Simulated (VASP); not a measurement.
All values below come from SCAN meta-GGA, VASP's PBE PAW potentials (set 64) (plane waves; VASP).

Input for VASP

INCAR:
```
# general
SYSTEM =Na
PREC   =Accurate
ENCUT  =520
LREAL  =F
LASPH  =T   # aspherical one-centre terms

# electronic loop
EDIFF  =1E-7
NELM   =100   # most electronic steps
ALGO   =Normal   # blocked Davidson
LMIXTAU=T

# smearing
ISMEAR =1
SIGMA  =0.1   # width (eV)

# functional
METAGGA=SCAN

# ions
ISIF   =2

# output
LWAVE  =F
LCHARG =F
```

**KPOINTS**
```
kpoints
0
Gamma
  12 12 12
0 0 0
```

File POSCAR:
```
Na
1
   -2.1153182619     2.1153182619     2.1153182619
    2.1153182619    -2.1153182619     2.1153182619
    2.1153182619     2.1153182619    -2.1153182619
Na
1
Direct
  0.0000000000   0.0000000000   0.0000000000
```

POTCAR, in this order: Na_pv (PBE.64 set). Program: vasp_std.

Q: Predict the energy per atom (σ→0), band gap (on the k-mesh).

A: 
The energy per atom (σ→0) is -4.205 eV/atom and the band gap (on the k-mesh) comes out as none (metal, semimetal or under 0.01 eV).

### OSZICAR
```
...
DAV:  36    -0.420483389146E+01    0.97330E-05   -0.71103E-07  1008   0.121E-02    0.198E-04
DAV:  37    -0.420482852126E+01    0.53702E-05   -0.14161E-07  1092   0.458E-03    0.290E-05
DAV:  38    -0.420482794783E+01    0.57343E-06   -0.78868E-08  1022   0.393E-03    0.382E-05
DAV:  39    -0.420482774966E+01    0.19817E-06   -0.34033E-08  1015   0.245E-03    0.377E-05
DAV:  40    -0.420482859279E+01   -0.84313E-06   -0.41881E-09   525   0.981E-04    0.199E-05
DAV:  41    -0.420482917051E+01   -0.57772E-06   -0.35067E-09   511   0.741E-04    0.176E-05
DAV:  42    -0.420482916233E+01    0.81833E-08   -0.34281E-09   525   0.830E-04
   1 F= -.42048292E+01 E0= -.42045681E+01  d E =-.783043E-03
```

The compound is Na in the bcc structure. It was relaxed first.
